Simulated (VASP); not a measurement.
Output of a VASP run:

### OUTCAR
```
 ion  position               nearest neighbor table
   1  0.000  0.000  0.000-   3 3.16   4 3.16   5 3.16   3 3.16   4 3.16   4 3.16   5 3.16   4 3.16
                             3 3.16   5 3.16   3 3.16   5 3.16   2 3.87   2 3.87   2 3.87   2 3.87
   2  0.500  0.500  0.500-   1 3.87   1 3.87   1 3.87   1 3.87   1 3.87   1 3.87   1 3.87   1 3.87
  LATTYP: Found a simple cubic cell.
 ALAT       =     4.4684748786
 Subroutine PRICEL returns:
 Original cell was already a primitive cell.
 Subroutine GETGRP returns: Found 48 space group operations
The static configuration has the point symmetry O_h .
The dynamic configuration has the point symmetry O_h .
 Subroutine INISYM returns: Found 48 space group operations
 Subroutine IBZKPT returns following result:
 Found     10 irreducible k-points:

 Following reciprocal coordinates:
            Coordinates               Weight
  0.000000  0.000000  0.000000      1.000000
  0.200000  0.000000  0.000000      6.000000
  0.400000  0.000000  0.000000      6.000000
  0.200000  0.200000  0.000000     12.000000
  0.400000  0.200000  0.000000     24.000000
  0.400000  0.400000  0.000000     12.000000
  0.200000  0.200000  0.200000      8.000000
  0.400000  0.200000  0.200000     24.000000
  0.400000  0.400000  0.200000     24.000000
  0.400000  0.400000  0.400000      8.000000
   k-points           NKPTS =     10   k-points in BZ     NKDIM =     10   number of bands    NBANDS=     15
   number of dos      NEDOS =    301   number of ions     NIONS =      5
   total plane-waves  NPLWV =  27000
   dimension x,y,z NGX =    30 NGY =   30 NGZ =   30
   dimension x,y,z NGXF=    60 NGYF=   60 NGZF=   60
   ions per type =               1   1   3
   PREC   = accura    normal or accurate (medium, high low for compatibility)
   ISTART =      0    job   : 0-new  1-cont  2-samecut
   ICHARG =      2    charge: 1-file 2-atom 10-const
   ISPIN  =      1    spin polarized calculation?
   LNONCOLLINEAR =      F non collinear calculations
   LSORBIT =      F    spin-orbit coupling
   INIWAV =      1    electr: 0-lowe 1-rand  2-diag
   ENCUT  =  400.0 eV  29.40 Ry    5.42 a.u.   7.29  7.29  7.29*2*pi/ulx,y,z
   NELM   =    100;   NELMIN=  2; NELMDL= -5     # of ELM steps
   EDIFF  = 0.1E-05   stopping-criterion for ELM
   LREAL  =      F    real-space projection
   NLSPLINE    = F    spline interpolate recip. space projectors
   LMAXMIX     =    4 max onsite mixed and CHGCAR
   VOSKOWN=      0    Vosko Wilk Nusair interpolation
   EDIFFG = -.2E-01   stopping-criterion for IOM
   NSW    =     60    number of steps for IOM
   NBLOCK =      1;   KBLOCK =     60    inner block; outer block
   IBRION =      2    ionic relax: 0-MD 1-quasi-New 2-CG
   NFREE  =      1    steps in history (QN), initial steepest desc. (CG)
   ISIF   =      3    stress and relaxation
   ISYM   =      2    0-nonsym 1-usesym 2-fastsym
   TEIN   =    0.0    initial temperature
   TEBEG  =    0.0;   TEEND  =   0.0 temperature during run
   SMASS  =  -3.00    Nose mass-parameter (am)
   PSTRESS=    0.0 pullay stress
   NELECT =      22.0000    total number of electrons
   EFERMI =   0.00;   METHOD = LEGACY
   ISMEAR =     0;   SIGMA  =   0.05  broadening in eV -4-tet -1-fermi 0-gaus
   IALGO  =     38    algorithm
   LDIAG  =      T    sub-space diagonalisation (order eigenvalues)
   IMIX   =      4    mixing-type and parameters
     AMIX     =   0.40;   BMIX     =  1.00
     AMIX_MAG =   1.60;   BMIX_MAG =  1.00
     AMIN     =   0.10
   METAGGA = R2SCAN    functional components
   VOSKOWN =     0    Vosko Wilk Nusair interpolation
   LHFCALC =     F    Hartree Fock is set to
   LHFONE  =     F    Hartree Fock one center treatment
   AEXX    =    0.0000 exact exchange contribution
   IVDW    =     0    specifies the selected vdW correction
   LEPSILON=     F    determine dielectric tensor
   LRPA    =     F    only Hartree local field effects (RPA)
  energy-cutoff  :      400.00
  volume of cell :       89.22
      direct lattice vectors                 reciprocal lattice vectors
     4.468474879  0.000000000  0.000000000     0.223790002  0.000000000  0.000000000
     0.000000000  4.468474879  0.000000000     0.000000000  0.223790002  0.000000000
...
```

### OSZICAR
```
...
DAV:  14    -0.337721738500E+02   -0.43649E-02   -0.36316E-03   382   0.622E-01    0.376E-02
DAV:  15    -0.337721808659E+02   -0.70159E-05   -0.15709E-04   467   0.692E-02    0.409E-02
DAV:  16    -0.337722461870E+02   -0.65321E-04   -0.96734E-06   436   0.328E-02    0.403E-02
DAV:  17    -0.337722982884E+02   -0.52101E-04   -0.42054E-05   384   0.673E-02    0.363E-02
DAV:  18    -0.337722677582E+02    0.30530E-04   -0.22410E-04   398   0.103E-01    0.353E-02
DAV:  19    -0.337722961526E+02   -0.28394E-04   -0.37042E-05   398   0.660E-02    0.192E-02
DAV:  20    -0.337722941795E+02    0.19731E-05   -0.14324E-05   384   0.423E-02    0.828E-03
DAV:  21    -0.337722919567E+02    0.22228E-05   -0.54728E-06   262   0.266E-02    0.634E-03
DAV:  22    -0.337722921888E+02   -0.23213E-06   -0.16693E-06   269   0.140E-02
   1 F= -.33772292E+02 E0= -.33772292E+02  d E =-.337723E+02
       N       E                     dE             d eps       ncg     rms          rms(c)
DAV:   1    -0.337894814522E+02   -0.17189E-01   -0.42064E-01   363   0.637E+00    0.610E-01
DAV:   2    -0.337788103940E+02    0.10671E-01   -0.34230E-02   413   0.168E+00    0.369E-01
DAV:   3    -0.337740496298E+02    0.47608E-02   -0.21136E-02   520   0.128E+00    0.105E-01
DAV:   4    -0.337757100236E+02   -0.16604E-02   -0.23459E-03   356   0.485E-01    0.640E-02
DAV:   5    -0.337756935217E+02    0.16502E-04   -0.60336E-05   497   0.511E-02    0.639E-02
DAV:   6    -0.337756313817E+02    0.62140E-04   -0.22410E-05   405   0.452E-02    0.793E-02
DAV:   7    -0.337758150002E+02   -0.18362E-03   -0.52758E-04   412   0.204E-01    0.251E-02
DAV:   8    -0.337758111110E+02    0.38892E-05   -0.28014E-05   443   0.506E-02    0.180E-02
DAV:   9    -0.337758015224E+02    0.95886E-05   -0.88112E-05   321   0.981E-02    0.832E-03
DAV:  10    -0.337758120720E+02   -0.10550E-04   -0.23023E-05   314   0.495E-02    0.228E-03
DAV:  11    -0.337758152484E+02   -0.31764E-05   -0.34112E-06   262   0.217E-02    0.167E-03
DAV:  12    -0.337758163908E+02   -0.11425E-05   -0.75696E-07   234   0.101E-02    0.920E-04
DAV:  13    -0.337758165869E+02   -0.19606E-06   -0.49751E-08   171   0.274E-03
   2 F= -.33775817E+02 E0= -.33775817E+02  d E =-.352440E-02
       N       E                     dE             d eps       ncg     rms          rms(c)
DAV:   1    -0.337966874803E+02   -0.20871E-01   -0.59602E-01   370   0.756E+00    0.730E-01
DAV:   2    -0.337814306729E+02    0.15257E-01   -0.48144E-02   421   0.200E+00    0.439E-01
DAV:   3    -0.337746168524E+02    0.68138E-02   -0.30239E-02   535   0.152E+00    0.126E-01
DAV:   4    -0.337771109546E+02   -0.24941E-02   -0.33054E-03   356   0.577E-01    0.770E-02
DAV:   5    -0.337770941628E+02    0.16792E-04   -0.90108E-05   511   0.586E-02    0.755E-02
DAV:   6    -0.337768227141E+02    0.27145E-03   -0.21020E-04   391   0.139E-01    0.124E-01
DAV:   7    -0.337772670124E+02   -0.44430E-03   -0.12759E-03   398   0.321E-01    0.380E-02
DAV:   8    -0.337772660795E+02    0.93290E-06   -0.45669E-05   443   0.654E-02    0.283E-02
DAV:   9    -0.337772454947E+02    0.20585E-04   -0.14085E-04   321   0.124E-01    0.887E-03
DAV:  10    -0.337772622076E+02   -0.16713E-04   -0.42582E-05   300   0.670E-02    0.572E-03
DAV:  11    -0.337772692979E+02   -0.70902E-05   -0.69473E-06   328   0.306E-02    0.286E-03
DAV:  12    -0.337772715791E+02   -0.22812E-05   -0.13765E-06   283   0.145E-02    0.844E-04
DAV:  13    -0.337772716954E+02   -0.11637E-06   -0.94973E-08   171   0.405E-03
   3 F= -.33777272E+02 E0= -.33777272E+02  d E =-.497951E-02
```

File OUTCAR:
```
------------------------ aborting loop because EDIFF is reached ----------------------------------------
  FORCE on cell =-STRESS in cart. coord.  units (eV):
  Direction    XX          YY          ZZ          XY          YZ          ZX
  --------------------------------------------------------------------------------------
  Total       -0.0001921     -0.0001921     -0.0001921      0.0000000      0.0000000     -0.0000000
  in kB       -0.0033649     -0.0033649     -0.0033649      0.0000000      0.0000000     -0.0000000
  external PRESSURE =      -0.0033649 kB  Pullay stress =       0.0000000 kB
  volume of cell :       91.49
      direct lattice vectors                 reciprocal lattice vectors
     4.506030322 -0.000000000 -0.000000000     0.221924827  0.000000000  0.000000000
    -0.000000000  4.506030322  0.000000000     0.000000000  0.221924827  0.000000000
    -0.000000000  0.000000000  4.506030322     0.000000000  0.000000000  0.221924827
 POSITION                                       TOTAL-FORCE (eV/Angst)
 -----------------------------------------------------------------------------------
      0.00000      0.00000      0.00000         0.000000      0.000000      0.000000
      2.25302      2.25302      2.25302        -0.000000      0.000000      0.000000
      2.25302     -0.00000      2.25302         0.000000      0.000000      0.000000
     -0.00000      2.25302      2.25302         0.000000      0.000000      0.000000
      2.25302      2.25302     -0.00000         0.000000      0.000000      0.000000
 -----------------------------------------------------------------------------------
    total drift:                                0.000000      0.000000      0.000000
  FREE ENERGIE OF THE ION-ELECTRON SYSTEM (eV)
  ---------------------------------------------------
  free  energy   TOTEN  =       -33.7772716954 eV

  energy  without entropy=      -33.7772716954  energy(sigma->0) =      -33.77727170

 reached required accuracy - stopping structural energy minimisation
```
(Selected blocks of OUTCAR.)

File POSCAR:
```
RbCaH3
1
    4.4684748786     0.0000000000    -0.0000000000
    0.0000000000     4.4684748786     0.0000000000
    0.0000000000     0.0000000000     4.4684748786
Rb Ca H
1 1 3
Direct
  0.0000000000   0.0000000000   0.0000000000
  0.5000000000   0.5000000000   0.5000000000
  0.5000000000   0.0000000000   0.5000000000
  0.0000000000   0.5000000000   0.5000000000
  0.5000000000   0.5000000000   0.0000000000
```

### Question
Write an INCAR and KPOINTS that could have produced this output.

### Answer
Several could match; the one computed here: the input of the run itself, r2SCAN meta-GGA, plane waves, VASP's PBE PAW potentials (set 64).

KPOINTS:
```
Automatic mesh
0
Gamma
  5 5 5
```

**INCAR**
```
SYSTEM = RbCaH3
PREC = Accurate
ENCUT = 400
EDIFF = 1E-6
NELM = 100
ALGO = Normal
LREAL = .FALSE.
LASPH = .TRUE.
ISMEAR = 0
SIGMA = 0.05
METAGGA = R2SCAN
LMIXTAU = .TRUE.
LMAXMIX = 4
LWAVE = .FALSE.
LCHARG = .FALSE.
IBRION = 2
ISIF = 3
NSW = 60
EDIFFG = -0.02
```

POTCAR, in this order: Rb_sv Ca_sv H (PBE.64 set). Program: vasp_std.

Energy and stress use the plane-wave basis of the starting cell.

The structure comes from a computed database's RbCaH3 entry (Pm-3m); how it stands against other phases isn't given here. This run relaxes it. Symmetry was kept, so distortions that lower it aren't found. The start is the result of an earlier pass.
